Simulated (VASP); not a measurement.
A VASP calculation is set up with these files.

KPOINTS:
```
Automatic mesh
0
Gamma
6 6 1
0 0 0
```

POSCAR:
```
ZrS2
1
    3.5811290000     0.0000000000     0.0000000000
   -1.7905650000     3.1013490000     0.0000000000
    0.0000000000     0.0000000000    16.9473320000
Zr S
1 2
Direct
  0.0000000000   0.0000000000   0.5000000000
  0.3333330000   0.6666670000   0.5869560000
  0.6666670000   0.3333330000   0.4130440000
```

**INCAR**
```
ISMEAR  =  -1   ! Fermi-Dirac
SIGMA  =  0.1   ! width (eV)
LREAL  =  .FALSE.   ! projection in real space or not
LWAVE  =  .FALSE.
ALGO  =  Normal   ! blocked Davidson
LASPH  =  .TRUE.   ! aspherical one-centre terms
GGA  =  PE
LMAXMIX  =  4
SYSTEM  =  ZrS2
NELM  =  100
ISIF  =  2   ! forces and stress, cell fixed
PREC  =  Accurate
ENCUT  =  300   ! plane-wave cut-off (eV)
EDIFF  =  1E-6
LCHARG  =  .FALSE.
```

POTCAR, in this order: Zr_sv S (PBE.64 set). Program: vasp_std.

Problem. Translate this PBE calculation to Ansatz.

Solution. One equivalent input (not run):
Ansatz 0.2 input:
```yaml
crystal:
  lattice:
    - [3.5811290, 0.0000000, 0.0000000]
    - [-1.7905650, 3.1013490, 0.0000000]
    - [0.0000000, 0.0000000, 16.9473320]
  atoms:
    - { symbol: Zr, position: [0.0000000, 0.0000000, 0.5000000] }
    - { symbol: S, position: [0.3333330, 0.6666670, 0.5869560] }
    - { symbol: S, position: [0.6666670, 0.3333330, 0.4130440] }
kpoints:
  mp_grid: { grid: [6, 6, 1] }
hamiltonian:
  xc: pbe
  pseudopotentials: { kind: paw }
scf:
  occupations: { method: fermi_dirac, width: 0.1 }
  max_iter: 100
output: { forces: true, stress: true, eigenvalues: true }
```
The two are equivalent in intent, not identical: each code has its own PAW files, so the cut-off isn't converted (ENCUT is set for VASP's; basis.ecutwfc is left out, and Ansatz then takes the one that its files recommend); Ansatz stops its SCF on the density residual and VASP on the energy change (EDIFF).

The cell is a sheet with vacuum, built from a generated structure.
